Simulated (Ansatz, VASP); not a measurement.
**Sn: VASP beside Ansatz**

Aim: how closely do two programs agree when they are given the same cell, functional and k mesh? The cell is taken from a series of runs on this material, whose earlier steps may have relaxed, scaled, displaced or heated it; both programs get it as it stands.

Calculated with Ansatz 0.2.0; plane waves, with VASP 6.6.1 beside it; zone-centre phonons at LDA.

## (1) The starting structure

It takes space group I4_1/amd (No. 141, tetragonal). The conventional cell has a = 4.532 Å, b = 4.532 Å, c = 6.666 Å, α = 90.00°, β = 90.00°, γ = 90.00°. Sn has 4 Sn at 2.81 Å nearest. That group holds within 0.01 Å; judged at 0.001 Å it is C2/m (No. 12).

Coordinates:

```cif
data_structure
_symmetry_space_group_name_H-M 'I4_1/amd:1'
_symmetry_Int_Tables_number 141
_cell_length_a 4.5322
_cell_length_b 4.5322
_cell_length_c 6.6663
_cell_angle_alpha 90.000
_cell_angle_beta 90.000
_cell_angle_gamma 90.000
_cell_volume 136.93
loop_
_atom_site_label
_atom_site_type_symbol
_atom_site_symmetry_multiplicity
_atom_site_Wyckoff_symbol
_atom_site_fract_x
_atom_site_fract_y
_atom_site_fract_z
_atom_site_occupancy
Sn1 Sn 4 b 0.50000 0.50000 0.00000 1
```

## (2) Ansatz: zone-centre phonons, LDA

Ansatz runs on its PAW soft_1 files.

Second derivatives magnify differences that forces hide, and they need a tight electronic threshold.

Input file input.yaml:

```yaml
crystal:
  lattice:
    - [0.0, 3.2047585175, 3.3331439544]
    - [3.2047585175, 0.0, 3.3331439544]
    - [3.2047585175, 3.2047585175, 0.0]
  atoms:
    - { symbol: Sn, position: [0.500005147, 0.500005147, 0.499828322] }
    - { symbol: Sn, position: [0.749994853, 0.749994853, 0.750171678] }
kpoints:
  mp_grid: { grid: [12, 12, 12], shift: [0.5, 0.5, 0.5] }
hamiltonian:
  xc: lda
  pseudopotentials: { kind: paw, azcp: { folder: soft_1 }, xc_functional: pbe }
scf:
  occupations: { method: gaussian, width: 0.015 }
output:
  eigenvalues: true
phonons:
  method: dfpt
```

Launch:

```
$ ansatz run input.yaml --threads 4 --pin off --max-ram 10240MiB --backend cpu --events-out ev --progress --plain --runs-dir out
```

Numbers of over 12 decimals in the logs are rounded to 6 here.

Output:

```text
Engine: ansatz 0.2.0, aarch64-unknown-linux-gnu
Pseudopotentials: kind: paw
Pseudopotential: Sn, paw, valence charge 14, recommended cutoff 420 eV (normal), soft_1/Sn.paw.azcp
Functional definition: SPW92
  exchange = slater_x
  correlation = pw_c
Crystal: 2 atoms, lattice volume = 68.466 Å³
Basis set: ecut = 420 eV, 1355 PW (Γ), exchange–correlation on 64×64×64 points (8 copies of the dense FFT grid, shifted against one another)
Bands: 18, of which v1, the nominal top of the filled ones, is band 14 counted from 1 (13 counted from 0)
Symmetry: 4 space group operations
k-points: 864 of 1728 (irreducible under 1 space group operation, time reversal used)
Non-local potential: Sn, projectors of the file, l = 0: 2, l = 1: 2, l = 2: 2, l = 3: 1
PAW form: soft (Blöchl's): semilocal exchange-correlation on the pseudo side does not see the compensation charge
PAW frozen core: Sn, regenerated for the run's functional, and the local potential with it (the file was generated under x = pbe(κ = 0.804, μ = 0.219515), c = pbe(β = 0.066725))
PAW one-centre angular grid: Sn, 590 points (default); XC on 64 Gauss nodes
Initial density: superposition of atomic densities (chi_scale 0.1, normalization cell)
Initial wavefunctions: pseudopotential atomic-orbital guess
Functional: x = slater, c = lda
SCF iter   1: F=—  HF=-11759.269825 eV  |F-HF|=—  |Δ(HF+E_count)|=         —  Δρ=2.23e-2  dr2=3.83e-1  ethr=3.10e-3  ⟨swp⟩=6.0  Hψ=84347  notcnv=0
preconditioner: auto → Kerker (q_TF=auto, 2.351 Å⁻¹)  [metal: Δε(μ)=0.003 eV  Ē_g=19.924 eV  σ=0.015 eV  W_gap=0.13  n_scr=14 (ndim 8)  ℏωp=23.7 eV  f_vac=0.005  D(μ)=0.17/eV (n_scr^D=0)]
SCF iter   2: F=—  HF=-11759.193710 eV  |F-HF|=—  |Δ(HF+E_count)|=   7.61e-2  Δρ=1.42e-2  dr2=1.80e-1  ethr=1.37e-3  ⟨swp⟩=2.0  Hψ=25780  notcnv=0
preconditioner: auto → none  [insulator: Δε(μ)=0.043 eV  Ē_g=20.071 eV  σ=0.015 eV  W_gap=0.96  n_scr=14 (ndim 8)  ℏωp=23.7 eV  f_vac=0.007  D(μ)=0.02/eV (n_scr^D=0)  ε∞_Penn≈2.4]
SCF iter   3: F=—  HF=-11759.144562 eV  |F-HF|=—  |Δ(HF+E_count)|=   4.91e-2  Δρ=3.09e-3  dr2=7.02e-3  ethr=6.44e-4  ⟨swp⟩=2.0  Hψ=22493  notcnv=0
SCF iter   4: F=—  HF=-11759.141342 eV  |F-HF|=—  |Δ(HF+E_count)|=   3.22e-3  Δρ=6.49e-4  dr2=2.29e-4  ethr=2.51e-5  ⟨swp⟩=3.0  Hψ=34247  notcnv=0
SCF iter   5: F=—  HF=-11759.141387 eV  |F-HF|=—  |Δ(HF+E_count)|=   4.48e-5  Δρ=1.08e-4  dr2=7.10e-6  ethr=8.19e-7  ⟨swp⟩=2.0  Hψ=27353  notcnv=0
SCF iter   6: F=—  HF=-11759.141384 eV  |F-HF|=—  |Δ(HF+E_count)|=   2.19e-6  Δρ=2.81e-5  dr2=3.73e-7  ethr=2.54e-8  ⟨swp⟩=2.3  Hψ=27652  notcnv=0
SCF iter   7: F=—  HF=-11759.141384 eV  |F-HF|=—  |Δ(HF+E_count)|=   1.02e-7  Δρ=4.74e-6  dr2=2.18e-8  ethr=1.33e-9  ⟨swp⟩=2.0  Hψ=27213  notcnv=0
SCF iter   8: F=—  HF=-11759.141384 eV  |F-HF|=—  |Δ(HF+E_count)|=   8.29e-9  Δρ=5.08e-7  dr2=1.21e-10  ethr=7.79e-11  ⟨swp⟩=2.0  Hψ=27648  notcnv=0
SCF iter   9: F=-11759.141384 eV  HF=-11759.141384 eV  |F-HF|=7.28e-12  |Δ(HF+E_count)|=  1.09e-11  Δρ=8.79e-8  dr2=2.36e-12  ethr=1.00e-12  ⟨swp⟩=7.1  Hψ=73955  notcnv=0
SCF 1 converged in 9 iterations: F = -11759.141384 eV  dr2 = 2.36e-12
  greatest PAW one-centre occupation: 0.992 electrons in one spin orbital (limit 2), on the Sn atom at site 1 (counted from 0), in its partial waves of l = 2
DFPT response loops at Γ: preconditioner auto → Kerker (q_TF=auto, 2.351 Å⁻¹) (partly filled bands, converged f_vac=0.085); β = 1.00, the filter's whole step (`scf.mixing.beta` (0.50) is not read by the response loops under this deck's `scf.mixing.preconditioner`; to damp them name `kerker` or `kerker_dos`, under which they read `scf.mixing.beta`, and type it under 1.00, their step now; both keys bind the ground state too); Broyden in place of MSR1
SCF converged after 9 iterations
Free energy (F): -11759.141384 eV
Harris-Foulkes:  -11759.141384 eV  (|F-HF|=7.28e-12)
Internal energy: -11759.141384 eV  (E = F + TS)
E sigma→0 (E₀):  -11759.141384 eV
Fermi energy:    7.540186 eV
--- Per-component energies (eV) ---
  E_band       = -255.216629
  E_kinetic    = 339.013653
  E_local      = -2631.092669  (includes V_loc(G=0)·N_el)
  E_nonlocal   = 298.958859
  E_hartree    = 1276.076233
  E_xc         = -249.941987
  E_vxc        = -162.221237  (∫ρ·V_xc dr)
  E_paw        = -8451.316989  (= ΣΔE_a)
  E_vpaw       = -652.028212  (= ΣTr[D̂ρ^β])
  E_aug_tail   = 0.000547  (compensation charges beyond the density's cutoff)
  E_ewald      = -2341.688814
  E_core_change = 0.849782  (= ΣΔE_core)
  E_smearing   = -0.000000  (= −TS)
  E_closure    = -0.000000  (closes the sum)
  Σ components = -11759.141384   (vs F -11759.141384, Δ=0.00e0)
--- Band table (eV; the first three rows and the last of 864) ---
  k-point 0: bands = [... 10 lower, -3.1091, 6.3750, 7.4475, 7.6641, 7.8044, 9.6765, 9.6770, 9.8481]
  k-point 1: bands = [... 10 lower, -3.0180, 5.5819, 7.0436, 7.6034, 8.1672, 9.7676, 9.7756, 10.4200]
  k-point 2: bands = [... 10 lower, -2.7968, 4.3890, 6.6863, 7.3411, 8.1359, 10.1349, 10.2484, 11.2012]
  k-point 863: bands = [... 10 lower, -1.5027, 1.1882, 6.1651, 6.3942, 7.6188, 10.7084, 10.8255, 13.1632]
--- Phonons (Γ-DFPT): 2 representative perturbations + reference, on 864 of 1728 k-points (Σ response iterations 6) ---
  k mesh reduced under 1 symmetry operation, with k and −k counted as one. Each operation leaves every solved perturbation unchanged. A smaller set is not used because it would not reduce the number of displacements times k-points to solve
  ASR residual: 6.104e-6 → 0.000e0 eV/Å²; symmetrization residual: 2.589e-6 eV/Å²
  ASR residual per site (eV/Å²): 6.10e-6 6.10e-6
  Γ frequencies (cm⁻¹): 0.00 0.00 0.00 185.18 187.98 191.42
  non-analytic LO–TO correction: not included (Born effective charges unavailable; polar crystals: no LO–TO splitting at Γ)
```

(Continued in part 2 of 3.)

[Lines on the potential files, build, host, timing and source positions are cut from VASP's logs without a mark.]

[Logs are printed without paths, hosts, clocks, repeated set-up lines and the standing remarks that a program may print on its own settings, such as how far it seeks lower states.]

[Hosts, paths, dates, database ids (printed as entryN), source tags and the programs' standing remarks are cut or masked in the printed files.]
